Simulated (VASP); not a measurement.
**Quasiparticle energies of MgO (Periclase) in VASP**

Wanted: how far GW moves the Kohn-Sham levels of MgO (Periclase). The cell is of the rock-salt type, one of the forms listed for this formula. The start is a cell from a database of measured crystal structures.

Method: PBE; plane waves and PAW (Mg_GW, O_GW), in the first sound run; inputs show where later runs differ, in VASP 6.6.1.

The database entry behind the starting cell differs from later determinations by our own check (about 0.1 % long), so it need not match the best structure at ambient conditions.

### 1. Starting point

It takes space group Fm-3m (No. 225, cubic). Conventional cell: a = 4.217 Å, b = 4.217 Å, c = 4.217 Å, α = 90.00°, β = 90.00°, γ = 90.00°. Mg has 6 O at 2.11 Å nearest. O has 6 Mg at 2.11 Å nearest. Farther neighbours and most contacts between anions are not listed.

Structure file:

```cif
data_structure
_symmetry_space_group_name_H-M 'P 1'
_symmetry_Int_Tables_number 1
_cell_length_a 2.9819
_cell_length_b 2.9819
_cell_length_c 2.9819
_cell_angle_alpha 60.000
_cell_angle_beta 60.000
_cell_angle_gamma 60.000
_cell_volume 18.75
loop_
_atom_site_label
_atom_site_type_symbol
_atom_site_fract_x
_atom_site_fract_y
_atom_site_fract_z
_atom_site_occupancy
Mg1 Mg 0.00000 0.00000 0.00000 1
O2 O 0.50000 0.50000 0.50000 1
```

### 2. Empty bands

The next step needs empty bands that the ground-state run didn't converge, so the Hamiltonian is diagonalised exactly for NBANDS bands, in a single step. LOPTICS writes the k-derivatives of the orbitals (WAVEDER), which give the long-wavelength limit of the screening.

INCAR

```
SYSTEM = MgO
PREC = Accurate
ENCUT = 440
ISMEAR = 0
SIGMA = 0.01
LREAL = .FALSE.
GGA = PE
NBANDS = 24
ALGO = Exact
NELM = 1
LWAVE = .TRUE.
LCHARG = .FALSE.
LOPTICS = .TRUE.
NEDOS = 1000
CSHIFT = 0.1
```

POSCAR

```
MgO
1.0
    0.0000000000      2.1085000000      2.1085000000
    2.1085000000      0.0000000000      2.1085000000
    2.1085000000      2.1085000000      0.0000000000
Mg O
1 1
Direct
    0.0000000000      0.0000000000      0.0000000000
    0.5000000000      0.5000000000      0.5000000000
```

KPOINTS

```
Automatic mesh
0
Gamma
4 4 4
0 0 0
```

The projector-augmented-wave data sets are Mg_GW and O_GW (PBE family, release 64).

On the command line:

```console
$ mpirun -np 8 vasp_std
```

The log of the run:

```text
[banner, memory and clock lines left out]
running    8 mpi-ranks, on    1 nodes
 distrk:  each k-point on    8 cores,    1 groups
 distr:  one band on    1 cores,    8 groups

 POSCAR found type information on POSCAR MgO
 POSCAR found :  2 types and       2 ions
|                                                                             |
|           W    W    AA    RRRRR   N    N  II  N    N   GGGG   !!!           |
|           W    W   A  A   R    R  NN   N  II  NN   N  G    G  !!!           |
|           W    W  A    A  R    R  N N  N  II  N N  N  G       !!!           |
|           W WW W  AAAAAA  RRRRR   N  N N  II  N  N N  G  GGG   !            |
|           WW  WW  A    A  R   R   N   NN  II  N   NN  G    G                |
|           W    W  A    A  R    R  N    N  II  N    N   GGGG   !!!           |
|                                                                             |
|     For optimal performance we recommend to set                             |
|       NCORE = 2 up to number-of-cores-per-socket                            |
|     NCORE specifies how many cores store one orbital (NPAR=cpu/NCORE).      |
|     This setting can greatly improve the performance of VASP for DFT.       |
|     The default, NCORE=1 might be grossly inefficient on modern             |
|     multi-core architectures or massively parallel machines. Do your        |
|     Unfortunately you need to use the default for GW and RPA                |
|     calculations (for HF NCORE is supported but not extensively tested      |
|     yet).                                                                   |
|                                                                             |

 LDA part: xc-table for (Slater+PW92), standard interpolation
 found WAVECAR, reading the header
  number of bands has changed, file:    10 present:    24
  trying to continue reading WAVECAR, but it might fail
 POSCAR, INCAR and KPOINTS ok, starting setup
 FFT: planning ... GRIDC
 FFT: planning ... GRID_SOFT
 FFT: planning ... GRID
 reading WAVECAR
 random initialization beyond band           10
 the WAVECAR file was read successfully
 initial charge from wavefunction
 entering main loop
       N       E                     dE             d eps       ncg     rms          rms(c)
DIA:   1    -0.119058637916E+02   -0.11906E+02    0.00000E+00     0   0.000E+00
   1 F= -.11905864E+02 E0= -.11905864E+02  d E =-.137288E-12
 writing wavefunctions
 optical routines
 imaginary and real dielectric function
 recalculating local potential from charge density
 direction            1
 direction            2
 direction            3
```

Elapsed: 1.2 s, on 8 MPI ranks of Intel Xeon 6975P-C (Granite Rapids), shared host; peak memory 0.86 GiB.

Lines that name or quote the potential files are left out of all logs, and their timing lines are given in words.

OUTCAR, selected parts (step 2):

```text
ion  position               nearest neighbor table
   1  0.000  0.000  0.000-   2 2.11   2 2.11   2 2.11   2 2.11   2 2.11   2 2.11
   2  0.500  0.500  0.500-   1 2.11   1 2.11   1 2.11   1 2.11   1 2.11   1 2.11

  LATTYP: Found a face centered cubic cell.
 ALAT       =     4.2170000000

 Subroutine GETGRP returns: Found 48 space group operations
 (whereof 48 operations were pure point group operations)

The static configuration has the point symmetry O_h .

 Found      8 irreducible k-points:

   k-points           NKPTS =      8   k-points in BZ     NKDIM =      8   number of bands    NBANDS=     24

   dimension x,y,z NGX =    20 NGY =   20 NGZ =   20
   dimension x,y,z NGXF=    40 NGYF=   40 NGZF=   40

   ENCUT  =  440.0 eV  32.34 Ry    5.69 a.u.   5.10  5.10  5.10*2*pi/ulx,y,z

   NELECT =       8.0000    total number of electrons

 k-points in reciprocal lattice and weights: Automatic mesh
   0.00000000  0.00000000  0.00000000       0.016
   0.25000000  0.00000000  0.00000000       0.125
   0.50000000  0.00000000  0.00000000       0.062
   0.25000000  0.25000000  0.00000000       0.094
   0.50000000  0.25000000  0.00000000       0.375
  -0.25000000  0.25000000  0.00000000       0.188
   0.50000000  0.50000000  0.00000000       0.047
  -0.25000000  0.50000000  0.25000000       0.094

 average (electrostatic) potential at core
       1 -35.0804       2 -69.6042

 E-fermi :   3.2193

 k-point     1 :       0.0000    0.0000    0.0000
  band No.  band energies     occupation
      1     -14.0781      2.00000
      2       3.1730      2.00000
      3       3.1730      2.00000
      4       3.1730      2.00000
      5       7.8564      0.00000
      6      18.9482      0.00000
      7      18.9482      0.00000
      8      18.9482      0.00000
      9      22.8558      0.00000
    ...

 k-point     2 :       0.2500    0.0000    0.0000
  band No.  band energies     occupation
      1     -13.4931      2.00000
      2       0.5199      2.00000
      3       2.8373      2.00000
      4       2.8373      2.00000
      5      10.2219      0.00000
      6      15.7187      0.00000
      7      19.7684      0.00000
      8      19.7684      0.00000
      9      23.2214      0.00000
    ...

 k-point     3 :       0.5000    0.0000    0.0000
  band No.  band energies     occupation
      1     -12.8016      2.00000
      2      -1.4337      2.00000
      3       2.5262      2.00000
      4       2.5262      2.00000
      5      11.0395      0.00000
      6      15.7336      0.00000
      7      19.3904      0.00000
      8      19.3904      0.00000
      9      23.9698      0.00000
    ...

  Total       -0.0308325     -0.0308325     -0.0308325      0.0000000      0.0000000      0.0000000
  in kB       -2.6349292     -2.6349292     -2.6349292      0.0000000      0.0000000      0.0000000
  external PRESSURE =      -2.6349292 kB  Pullay stress =       0.0000000 kB

  energy-cutoff  :      440.00
  volume of cell :       18.75
      direct lattice vectors                 reciprocal lattice vectors
     0.000000000  2.108500000  2.108500000    -0.237135404  0.237135404  0.237135404
     2.108500000  0.000000000  2.108500000     0.237135404 -0.237135404  0.237135404
     2.108500000  2.108500000  0.000000000     0.237135404  0.237135404 -0.237135404

 POSITION                                       TOTAL-FORCE (eV/Angst)
 -----------------------------------------------------------------------------------
      0.00000      0.00000      0.00000         0.000000      0.000000     -0.000000
      2.10850      2.10850      2.10850        -0.000000     -0.000000      0.000000
 -----------------------------------------------------------------------------------
    total drift:                                0.000000      0.000000      0.000000

  FREE ENERGIE OF THE ION-ELECTRON SYSTEM (eV)
  ---------------------------------------------------
  free  energy   TOTEN  =       -11.9058637916 eV

  energy  without entropy=      -11.9058637916  energy(sigma->0) =      -11.90586379

 plasma frequency squared (from intraband transitions) (eV^2)
  --------------------------------------------------------------------------------------
       0.000       0.000       0.000
       0.000       0.000      -0.000
       0.000      -0.000       0.000

[... 3 further parts left out ...]
```

The gap is read on the k-mesh alone, so it is an upper bound where the band edges lie off the mesh.

A gap read on the k-mesh alone can miss the band edges.

This step gave:

```yaml
gap_on_the_k_mesh: 4.683 eV
least_direct_gap_on_the_k_mesh: 4.683 eV
```

WAVECAR now holds 24 bands for 8 electrons. Its independent-particle dielectric tensor has xx, yy, zz = 3.4, 3.4, 3.4 on this mesh, which isn't tested for convergence in mesh or bands and lacks local fields.

### 3. G0W0, bands in the sums 24

This step: G0W0 on PBE; plane waves and PAW (Mg_GW, O_GW) (VASP 6.6.1).

G0W0 keeps orbitals and screening fixed and shifts each of the lowest NBANDSGW levels once.

INCAR

```
SYSTEM = MgO
PREC = Accurate
ENCUT = 440
ISMEAR = 0
SIGMA = 0.01
LREAL = .FALSE.
GGA = PE
NBANDS = 24
ALGO = EVGW0
NELMGW = 1
ENCUTGW = 200
NOMEGA = 64
PRECFOCK = Fast
NBANDSGW = 16
LWAVE = .FALSE.
LCHARG = .FALSE.
```

POSCAR is that of step 2.

KPOINTS is that of step 2.

On the command line:

```console
$ mpirun -np 8 vasp_std
```

The log of the run:

```text
[banner, memory and clock lines left out]
running    8 mpi-ranks, on    1 nodes
 distrk:  each k-point on    8 cores,    1 groups
 distr:  one band on    1 cores,    8 groups

 POSCAR found type information on POSCAR MgO
 POSCAR found :  2 types and       2 ions
 [... a notice as in an earlier step ...]

|                                                                             |
|           W    W    AA    RRRRR   N    N  II  N    N   GGGG   !!!           |
|           W    W   A  A   R    R  NN   N  II  NN   N  G    G  !!!           |
|           W    W  A    A  R    R  N N  N  II  N N  N  G       !!!           |
|           W WW W  AAAAAA  RRRRR   N  N N  II  N  N N  G  GGG   !            |
|           WW  WW  A    A  R   R   N   NN  II  N   NN  G    G                |
|           W    W  A    A  R    R  N    N  II  N    N   GGGG   !!!           |
|                                                                             |
|     The default for ENCUTGWSOFT is different in this version of VASP.       |
|     please manually set ENCUTGWSOFT =200 in the INCAR file.                 |
|                                                                             |

 LDA part: xc-table for (Slater+PW92), standard interpolation
 found WAVECAR, reading the header
 POSCAR, INCAR and KPOINTS ok, starting setup
 FFT: planning ... GRIDC
 FFT: planning ... GRID_SOFT
 FFT: planning ... GRID
 reading WAVECAR
 the WAVECAR file was read successfully
 initial charge from wavefunction
 available memory per node:     61.65 GB, setting MAXMEM to     63133

 The Fermi energy was updated, please check that it is located mid-gap
 values below the HOMO (VB) or above the LUMO (CB) will cause erroneous energies
 E-fermi :   5.5147

 calculate exact exchange contribution
 the WAVEDER file was read successfully
energies w=
    0.000    0.000    0.641    0.000    1.281    0.000    1.919    0.000
    2.551    0.000    3.179    0.000    3.800    0.000    4.414    0.000
    5.020    0.000    5.619    0.000    6.209    0.000    6.790    0.000
    7.364    0.000    7.930    0.000    8.489    0.000    9.041    0.000
    9.588    0.000   10.130    0.000   10.667    0.000   11.202    0.000
   11.735    0.000   12.266    0.000   12.799    0.000   13.332    0.000
   13.869    0.000   14.409    0.000   14.956    0.000   15.510    0.000
   16.073    0.000   16.646    0.000   17.233    0.000   17.835    0.000
   18.454    0.000   19.093    0.000   19.755    0.000   20.443    0.000
   21.161    0.000   21.914    0.000   22.705    0.000   23.541    0.000
   24.428    0.000   25.373    0.000   26.385    0.000   27.474    0.000
   28.653    0.000   29.936    0.000   31.341    0.000   32.889    0.000
   34.607    0.000   36.530    0.000   38.698    0.000   41.166    0.000
   44.005    0.000   47.308    0.000   51.203    0.000   55.866    0.000
   61.550    0.000   68.633    0.000   77.695    0.000   89.693    0.000
  106.305    0.000  130.786    0.000  170.377    0.000  245.109    0.000
 responsefunction array rank=     128
 LDA part: xc-table for (Slater+PW92), standard interpolation

 min. memory requirement per mpi rank     63.4 MB, per node    506.8 MB

 allocating   8 responsefunctions rank=   128
 shmem allocating  64 responsefunctions rank=   128
 response function shared by NCSHMEM nodes    1
 Doing            8  frequencies on each core in blocks of           64
NQ=   1    0.0000    0.0000    0.0000,
|.........|.........|.........|.........|.........|.........|.........|.........
 performed         16000 updates of chi_q(r,r)
 total number of BLAS operations          1.67 Gflops
NQ=   2    0.2500    0.0000    0.0000,
|.........|.........|.........|.........|.........|.........|.........|.........
 performed         60000 updates of chi_q(r,r)
 total number of BLAS operations          7.00 Gflops
NQ=   3    0.5000    0.0000    0.0000,
|.........|.........|.........|.........|.........|.........|.........|.........
 performed         90000 updates of chi_q(r,r)
 total number of BLAS operations         10.48 Gflops
NQ=   4    0.2500    0.2500    0.0000,
|.........|.........|.........|.........|.........|.........|.........|.........
 performed        128000 updates of chi_q(r,r)
 total number of BLAS operations         15.31 Gflops
NQ=   5    0.5000    0.2500    0.0000,
|.........|.........|.........|.........|.........|.........|.........|.........
 performed        184000 updates of chi_q(r,r)
 total number of BLAS operations         21.70 Gflops
NQ=   6   -0.2500    0.2500    0.0000,
|.........|.........|.........|.........|.........|.........|.........|.........
 performed        232000 updates of chi_q(r,r)
 total number of BLAS operations         27.78 Gflops
NQ=   7    0.5000    0.5000    0.0000,
|.........|.........|.........|.........|.........|.........|.........|.........
 performed        259000 updates of chi_q(r,r)
 total number of BLAS operations         30.70 Gflops
NQ=   8   -0.2500    0.5000    0.2500,
|.........|.........|.........|.........|.........|.........|.........|.........
 performed        298000 updates of chi_q(r,r)
 total number of BLAS operations         34.94 Gflops
 resolving degeneracies of screened two electron integrals

 calculate QP shifts <psi_nk| G(iteration)W_0 |psi_nk>: iteration 1
 entering main loop
```

The job ended after 2.4 s (8 MPI ranks; peak memory 0.99 GiB; 14 s of CPU time).

From OUTCAR (step 3):

```text
The static configuration has the point symmetry O_h .

 Found      8 irreducible k-points:

   k-points           NKPTS =      8   k-points in BZ     NKDIM =     64   number of bands    NBANDS=     24

   NELECT =       8.0000    total number of electrons

 E-fermi :   5.5147

 QP shifts <psi_nk| G(iteration)W_0 |psi_nk>: iteration 1
 for sc-GW calculations column KS-energies equals QP-energies in previous step
 and V_xc(KS)=  KS-energies - (<T + V_ion + V_H > + <T+V_H+V_ion>^1  + <V_x>^1)
 k-point   1 :       0.0000    0.0000    0.0000
  band No.  KS-energies  QP-energies   sigma(KS)   V_xc(KS)     V^pw_x(r,r')   Z            occupation Imag(sigma)
      1     -14.0781     -15.9026     -20.8800     -18.1235     -29.9032       0.6619       2.0000       1.2625
      2       3.1730       2.3107     -20.8166     -19.7183     -25.3016       0.7852       2.0000       0.0836
      3       3.1730       2.3107     -20.8166     -19.7183     -25.3016       0.7852       2.0000       0.0836
      4       3.1730       2.3107     -20.8166     -19.7183     -25.3016       0.7852       2.0000       0.0836
      5       7.8564       9.3996     -10.3016     -12.1583      -7.2643       0.8312       0.0000      -0.0570
      6      18.9482      20.5366      -7.1053      -9.0243      -3.0494       0.8277       0.0000      -0.0955
      7      18.9482      20.5366      -7.1053      -9.0243      -3.0494       0.8277       0.0000      -0.0955
      8      18.9482      20.5366      -7.1053      -9.0243      -3.0494       0.8277       0.0000      -0.0955
    ...

 k-point   2 :       0.2500    0.0000    0.0000
  band No.  KS-energies  QP-energies   sigma(KS)   V_xc(KS)     V^pw_x(r,r')   Z            occupation Imag(sigma)
      1     -13.4931     -15.3864     -21.4433     -18.6720     -30.3564       0.6832       2.0000       1.2387
      2       0.5199      -0.7510     -18.1500     -16.5016     -22.5156       0.7710       2.0000       0.1002
      3       2.8373       1.9090     -20.5253     -19.3390     -25.0293       0.7825       2.0000       0.0865
      4       2.8373       1.9090     -20.5253     -19.3390     -25.0293       0.7825       2.0000       0.0865
      5      10.2219      11.9330     -10.8876     -12.9728      -7.7440       0.8206       0.0000      -0.0611
      6      15.7187      17.4263      -8.9619     -11.0567      -5.0134       0.8152       0.0000      -0.0887
      7      19.7684      21.4513      -7.3191      -9.3755      -3.1474       0.8184       0.0000      -0.1084
      8      19.7684      21.4513      -7.3191      -9.3755      -3.1474       0.8184       0.0000      -0.1084
    ...

 k-point   3 :       0.5000    0.0000    0.0000
  band No.  KS-energies  QP-energies   sigma(KS)   V_xc(KS)     V^pw_x(r,r')   Z            occupation Imag(sigma)
      1     -12.8016     -14.7593     -22.2053     -19.4692     -31.0580       0.7155       2.0000       1.2351
      2      -1.4337      -2.9792     -16.8173     -14.7751     -21.4321       0.7568       2.0000       0.1321
      3       2.5262       1.5447     -20.2919     -19.0287     -24.8284       0.7770       2.0000       0.0894
      4       2.5262       1.5447     -20.2919     -19.0287     -24.8284       0.7770       2.0000       0.0894
      5      11.0395      12.4500      -8.5070     -10.2015      -4.9576       0.8324       0.0000      -0.0643
      6      15.7336      18.1094     -12.5679     -15.6024      -8.6038       0.7829       0.0000      -0.1040
      7      19.3904      21.1465      -7.1666      -9.2949      -3.0568       0.8252       0.0000      -0.0965
      8      19.3904      21.1465      -7.1666      -9.2949      -3.0568       0.8252       0.0000      -0.0965
    ...

[... 7 parts as in an earlier step ...]

[... 5 further parts left out ...]
```

Numbers from this step:

```
quasiparticle gap on the mesh                 : 7.089 eV
smallest direct quasiparticle gap on the mesh : 7.089 eV
gap of the starting orbitals on the mesh      : 4.683 eV
```

GW takes the gap from 4.683 to 7.089 eV. The value holds for 24 bands, ENCUTGW = 200 eV and this mesh, and isn't shown to be converged in them.

[end of part 1 of 4]

[Lines on the potential files, build, host, timing and source positions are cut from VASP's logs without a mark.]

[Logs are printed without paths, hosts, clocks, repeated set-up lines and the standing remarks that a program may print on its own settings, such as how far it seeks lower states.]

[Hosts, paths, dates, database ids (printed as entryN), source tags and the programs' standing remarks are cut or masked in the printed files.]

[Pressures printed for these runs are not shown converged in the cutoff: they can be off by several GPa and have the wrong sign.]
